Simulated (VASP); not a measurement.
Output of a VASP run:

OSZICAR:
```
       N       E                     dE             d eps       ncg     rms          rms(c)
DAV:   1     0.937729448353E+02    0.93773E+02   -0.76160E+03   754   0.989E+02
DAV:   2    -0.193044980822E+01   -0.95703E+02   -0.92380E+02   904   0.266E+02
DAV:   3    -0.586161719578E+01   -0.39312E+01   -0.39227E+01   849   0.568E+01
DAV:   4    -0.588136474757E+01   -0.19748E-01   -0.19745E-01   859   0.394E+00
DAV:   5    -0.588148860662E+01   -0.12386E-03   -0.12386E-03   859   0.283E-01    0.584E+00
DAV:   6    -0.551606189044E+01    0.36543E+00   -0.68645E-01   979   0.104E+01    0.462E+00
DAV:   7    -0.549540782478E+01    0.20654E-01   -0.15809E-01   809   0.298E+00    0.204E+00
DAV:   8    -0.549613382672E+01   -0.72600E-03   -0.13857E-02   789   0.172E+00    0.238E-01
DAV:   9    -0.549628857825E+01   -0.15475E-03   -0.19456E-03   854   0.637E-01    0.480E-02
DAV:  10    -0.549636282067E+01   -0.74242E-04   -0.22160E-04   809   0.212E-01    0.462E-02
DAV:  11    -0.549641213756E+01   -0.49317E-04   -0.87722E-05   769   0.728E-02    0.151E-02
DAV:  12    -0.549641083442E+01    0.13031E-05   -0.72682E-06   900   0.383E-02    0.475E-03
DAV:  13    -0.549641158449E+01   -0.75008E-06   -0.24505E-06   759   0.113E-02    0.325E-03
DAV:  14    -0.549641158672E+01   -0.22319E-08   -0.71470E-08   637   0.206E-03
   1 F= -.54964116E+01 E0= -.54964116E+01  d E =0.000000E+00
```

File OUTCAR:
```
------------------------ aborting loop because EDIFF is reached ----------------------------------------
  FORCE on cell =-STRESS in cart. coord.  units (eV):
  Direction    XX          YY          ZZ          XY          YZ          ZX
  --------------------------------------------------------------------------------------
  Total       -0.0077507     -0.0077507     -0.0077507      0.0000000      0.0000000      0.0000000
  in kB       -0.2092952     -0.2092952     -0.2092952      0.0000000      0.0000000      0.0000000
  external PRESSURE =      -0.2092952 kB  Pullay stress =       0.0000000 kB
  volume of cell :       59.33
      direct lattice vectors                 reciprocal lattice vectors
     0.000000000  3.095665080  3.095665080    -0.161516181  0.161516181  0.161516181
     3.095665080  0.000000000  3.095665080     0.161516181 -0.161516181  0.161516181
     3.095665080  3.095665080  0.000000000     0.161516181  0.161516181 -0.161516181
  FREE ENERGIE OF THE ION-ELECTRON SYSTEM (eV)
  ---------------------------------------------------
  free  energy   TOTEN  =        -5.4964115867 eV

  energy  without entropy=       -5.4964115867  energy(sigma->0) =       -5.49641159

 total charge

# of ion       s       p       d       tot
------------------------------------------
    1        0.438   0.286   9.550  10.274
    2        1.446   2.370   0.019   3.834
--------------------------------------------------
tot          1.883   2.656   9.569  14.108
```
(Selected blocks of OUTCAR.)

**POSCAR**
```
CdSe
1
    0.0000000000     3.0956650803     3.0956650803
    3.0956650803    -0.0000000000     3.0956650803
    3.0956650803     3.0956650803     0.0000000000
Cd Se
1 1
Direct
  1.0000000000   1.0000000000   1.0000000000
  0.2500000000   0.2500000000   0.2500000000
```

### Question
Reconstruct the remaining input files.

### Answer
One answer among several that fit: the input of the run itself, PBE GGA, plane waves, VASP's PBE PAW potentials (set 64).

**KPOINTS**
```
Automatic mesh
0
Gamma
8 8 8
0 0 0
```

**INCAR**
```
! general
SYSTEM =CdSe
PREC   =Accurate
ENCUT  =400   ! plane-wave cut-off (eV)
LREAL  =.FALSE.   ! projection in real space or not
LASPH  =.TRUE.

! electronic loop
EDIFF  =1E-7   ! SCF stop (eV)
NELM   =100   ! most electronic steps
ALGO   =Normal
LMAXMIX=4

! smearing
ISMEAR =-5   ! tetrahedra, Bloechl

! functional
GGA    =PE   ! PBE

! ions
ISIF   =2   ! forces and stress, cell fixed

! output
LWAVE  =.FALSE.
LCHARG =.TRUE.
LORBIT =11
NEDOS  =601
```

POTCAR, in this order: Cd Se (PBE.64 set). Program: vasp_std.

The compound is CdSe in the zinc blende structure, whereas wurtzite is the usual form. It was relaxed first, which changed the volume by +7 %.
